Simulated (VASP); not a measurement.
Here is the system:

```xyz
7
Lattice="4.1162 0.0000 0.0000 0.0000 4.1162 0.0000 0.0000 0.0000 4.1162" Properties=species:S:1:pos:R:3 pbc="T T T"
La     0.0000     0.0000     0.0000
B      3.2954     2.0581     2.0581
B      2.0581     0.8208     2.0581
B      2.0581     3.2954     2.0581
B      0.8208     2.0581     2.0581
B      2.0581     2.0581     3.2954
B      2.0581     2.0581     0.8208
```

Level of theory: PBE GGA, VASP's PBE PAW potentials (set 64) (plane waves; VASP 6.6.1). Run with 620 eV cut-off, 8×8×8 Γ-centred mesh, first-order Methfessel-Paxton smearing of 0.10 eV, potentials La B.

Task: Predict the energy per atom (σ→0), pressure, band gap (on the k-mesh) with the smallest direct gap where there is one.

Result: 
| Item | Result |
|---|---|
| band gap (on the k-mesh) | none (metal, semimetal or under 0.01 eV) |
| energy per atom (σ→0) | -7.004 eV/atom |
| pressure | 5.00 GPa |

The compound is LaB6 in the cab6 structure. It was relaxed first under an external pressure of 5 GPa. The electron count is odd and the run is not spin-polarised, which forces a metal.
